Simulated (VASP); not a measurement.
An input for Quantum ESPRESSO's pw.x (written as the equivalent of a VASP run, and not itself run):

```
&CONTROL
  calculation = 'scf'
  pseudo_dir = './pseudo'
  outdir = './out'
  tprnfor = .true.
  tstress = .true.
/
&SYSTEM
  ibrav = 0
  nat = 2
  ntyp = 2
  ecutwfc = 86
  occupations = 'smearing'
  smearing = 'gaussian'
  degauss = 0.003675
  input_dft = 'pbe'
  vdw_corr = 'grimme-d3'
  dftd3_version = 3
  dftd3_threebody = .false.
/
&ELECTRONS
  conv_thr = 7.3e-09
  electron_maxstep = 100
/
ATOMIC_SPECIES
  Pb 207.200 Pb.upf
  Se 78.971 Se.upf
CELL_PARAMETERS angstrom
     0.0000000    3.1455703    3.1455703
     3.1455703    0.0000000    3.1455703
     3.1455703    3.1455703    0.0000000
ATOMIC_POSITIONS crystal
  Pb   0.0000000  0.0000000  0.0000000
  Se   0.5000000  0.5000000  0.5000000
K_POINTS automatic
  7 7 7 0 0 0
```

Q: Translate this input to VASP (INCAR, KPOINTS, POSCAR, choice of POTCAR).

A: Several could match; the one computed here: 
### INCAR
```
SYSTEM = PbSe
PREC = Accurate
ENCUT = 520
EDIFF = 1E-7
NELM = 100
ALGO = Normal
LREAL = .FALSE.
LASPH = .TRUE.
ISMEAR = 0
SIGMA = 0.05
GGA = PE
IVDW = 11
LMAXMIX = 4
LWAVE = .FALSE.
LCHARG = .FALSE.
ISIF = 2
```

**POSCAR**
```
PbSe
4.4485080
  0.0000000000   0.7071068178   0.7071068178
  0.7071068178   0.0000000000   0.7071068178
  0.7071068178   0.7071068178   0.0000000000
Pb Se
1 1
Cartesian
  0.0000000000   0.0000000000   0.0000000000
  0.7071068178   0.7071068178   0.7071068178
```

### KPOINTS
```
Automatic mesh
0
Gamma
7 7 7
0 0 0
```

POTCAR, in this order: Pb_d Se (PBE.64 set). Program: vasp_std.

The two are equivalent in intent, not identical: the potentials are each code's own (VASP's PAW set, PseudoDojo norm-conserving files in pw.x), so ENCUT and ecutwfc are chosen apart and not converted; conv_thr bounds pw.x's estimated SCF error, while EDIFF bounds the energy change between steps.

The compound is PbSe in the rock salt structure. This cell is one point of a volume scan, at 1.06 of the reference volume.
